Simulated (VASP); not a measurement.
Here is the system:

```
MoAsGe
1.0
    4.60088    -1.61930     0.00286
    4.60088     1.61930     0.00286
   -3.77347     0.00000     6.63241
Ge Mo As
2 2 2
Cartesian
  3.24923   0.00000   0.68888
  2.17906   0.00000   5.94925
  0.65733   0.00000   1.33542
  4.77096   0.00000   5.30271
  6.11800   0.00000   3.08097
 -0.68970   0.00000   3.55716
```

Computed with PBEsol GGA, VASP's PBE PAW potentials (set 64) (plane waves; VASP 6.6.1). Numerical set-up: 400 eV cut-off, 11×11×5 Γ-centred mesh, tetrahedra with Blöchl corrections, potentials Ge_d Mo_sv As.

The cores are frozen, which limits the accuracy of field gradients.

Q: Give the principal components of the electric field gradient (V/Å²) and the asymmetry η at each nucleus.

A: 
```tsv
atom	Vxx	Vyy	Vzz	η
Ge1	52.6	12.3	-64.9	0.62
Ge2	52.6	12.3	-64.9	0.62
Mo3	40.1	34.1	-74.2	0.08
Mo4	40.1	34.1	-74.2	0.08
As5	128.6	7.1	-135.7	0.90
As6	128.6	7.1	-135.7	0.90
```

The structure comes from a computed database's GeMoAs entry (C2/m); how it stands against other phases isn't given here. It was relaxed first.
